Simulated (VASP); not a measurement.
This VASP 6.6.1 run on Ag3Au2 needs a look.

Contents of POSCAR:

```
Ag3Au2
1.0
    2.9151757342      0.0000000000      0.0000000000
   -1.4575878671      2.5246162423      0.0000000000
    0.0000000000      0.0000000000     24.4612821566
Ag Au
3 2
Direct
    0.6666666667      0.3333333333      0.3066069862
    0.3333333334      0.6666666667      0.5000000000
    0.0000000000      0.0000000000      0.6933930138
    0.0000000000      0.0000000000      0.4033034931
    0.6666666667      0.3333333333      0.5966965069
```

The input INCAR.step1:

```
ALGO     = Fast           # electronic algorithm
DIPOL    = 0.5 0.5 0.500
EDIF     = 1E-7         
ENCUT    = 520            # plane-wave cutoff, eV
GGA      = PS             # functional
GGA_COMPAT= F            
IDIPOL   = 3            
ISIF     = 2              # what is computed and relaxed
ISMEAR   = 0              # smearing method
IVDW     = 11             # dispersion correction
LASPH    = T              # aspherical terms in the spheres
LCHARG   = T              # write CHGCAR
LDIPOL   = T            
LMAXMIX  = 4              # l up to which the mixer works
LREAL    = F              # projectors in reciprocal space
LSORBIT  = T              # spin-orbit coupling
LWAVE    = F              # write WAVECAR
MAGMOM   = 0 0 0 0 0 0 0 0 0 0 0 0 0 0 0 # initial moments
NELM     = 63             # most SCF steps
PREC     = Accurate       # precision mode
SIGMA    = 0.1            # smearing width, eV
```

The input KPOINTS.step1:

```
k-points
0
Gamma
  7 7 1
```

Contents of INCAR.step2:

```
ALGO     = Fast           # electronic algorithm
DIPOL    = 0.5 0.5 0.500
EDIF     = 1E-7         
ENCUT    = 520            # plane-wave cutoff, eV
GGA      = PS             # functional
GGA_COMPAT= F            
ICHARG   = 11             # starting density
IDIPOL   = 3            
ISIF     = 2              # what is computed and relaxed
ISMEAR   = -5             # smearing method
IVDW     = 11             # dispersion correction
LASPH    = T              # aspherical terms in the spheres
LCHARG   = F              # write CHGCAR
LDIPOL   = T            
LMAXMIX  = 4              # l up to which the mixer works
LORBIT   = 11             # projections on sites
LREAL    = F              # projectors in reciprocal space
LSORBIT  = T              # spin-orbit coupling
LWAVE    = F              # write WAVECAR
MAGMOM   = 0 0 0 0 0 0 0 0 0 0 0 0 0 0 0 # initial moments
NEDOS    = 1001           # points of the DOS
NELM     = 63             # most SCF steps
PREC     = Accurate       # precision mode
SIGMA    = 0.1            # smearing width, eV
```

Contents of KPOINTS.step2:

```
k-points
0
Gamma
  11 11 1
```

Potentials or basis: VASP PAW PBE potentials, release 64 (Ag, Au).

Run with:

```console
$ cat potpaw_PBE.64/Ag/POTCAR potpaw_PBE.64/Au/POTCAR > POTCAR
$ cp INCAR.step1 INCAR
$ cp KPOINTS.step1 KPOINTS
$ mpirun -np 1 vasp_ncl > vasp.out
$ cp INCAR.step2 INCAR
$ cp KPOINTS.step2 KPOINTS
$ mpirun -np 1 vasp_ncl > vasp.out
```

OUTCAR:

```text
ENCUT = 520
   GGA = PS
   ICHARG = 11
   ISIF = 2
   ISMEAR = -5
   IVDW = 11
   LASPH = T
   LORBIT = 11
   LREAL = F
   LSORBIT = T
   NELM = 63
   PREC = Accurate
 IVDW          = 11

 ion  position               nearest neighbor table
   1  0.667  0.333  0.307-   4 2.90   4 2.90   4 2.90
   2  0.333  0.667  0.500-   5 2.90   4 2.90   4 2.90   4 2.90   5 2.90   5 2.90
   3  0.000  0.000  0.693-   5 2.90   5 2.90   5 2.90
   4  0.000  0.000  0.403-   1 2.90   2 2.90   1 2.90   2 2.90   1 2.90   2 2.90
   5  0.667  0.333  0.597-   2 2.90   3 2.90   3 2.90   3 2.90   2 2.90   2 2.90

  LATTYP: Found a hexagonal cell.
 ALAT       =     2.9151757342
 C/A-ratio  =     8.3910146032

[... 352 lines left out ...]

 total charge

# of ion       s       p       d       tot
------------------------------------------
    1        0.402   0.220   9.169   9.791
    2        0.385   0.301   9.159   9.845
    3        0.402   0.220   9.169   9.791
    4        0.552   0.343   8.718   9.612
    5        0.552   0.343   8.718   9.612
--------------------------------------------------
tot          2.293   1.426  44.932  48.652

 magnetization (x)

# of ion       s       p       d       tot
------------------------------------------
    1        0.000   0.000   0.000   0.000
    2        0.000   0.000  -0.000  -0.000
    3        0.000   0.000   0.000   0.000
    4        0.000   0.000   0.000   0.000
    5       -0.000  -0.000   0.000  -0.000
--------------------------------------------------
tot         -0.000   0.000  -0.000   0.000

 magnetization (y)

# of ion       s       p       d       tot
------------------------------------------
    1        0.000   0.000   0.000   0.000
    2       -0.000   0.000  -0.000  -0.000
    3        0.000   0.000   0.000   0.000
    4       -0.000   0.000   0.000  -0.000
    5       -0.000   0.000   0.000  -0.000
--------------------------------------------------
tot         -0.000   0.000  -0.000  -0.000

 magnetization (z)

# of ion       s       p       d       tot
------------------------------------------
    1       -0.000  -0.000   0.000   0.000
    2       -0.000   0.000   0.000   0.000
    3       -0.000  -0.000   0.000   0.000
    4        0.000  -0.000  -0.000  -0.000
    5        0.000   0.000  -0.000  -0.000
--------------------------------------------------
tot         -0.000  -0.000   0.000  -0.000
```

On the terminal:

```text
POSCAR found type information on POSCAR AgAu
[... 41 lines left out ...]
 -----------------------------------------------------------------------------
```

**Question.** Diagnose the run.

**Answer.** The run converged. The input holds a flaw that was put in on purpose: misspelt tag (EDIFF = left out; EDIF = 1e-07). The program doesn't stop on it, so the numbers can't be trusted though the run ends normally.
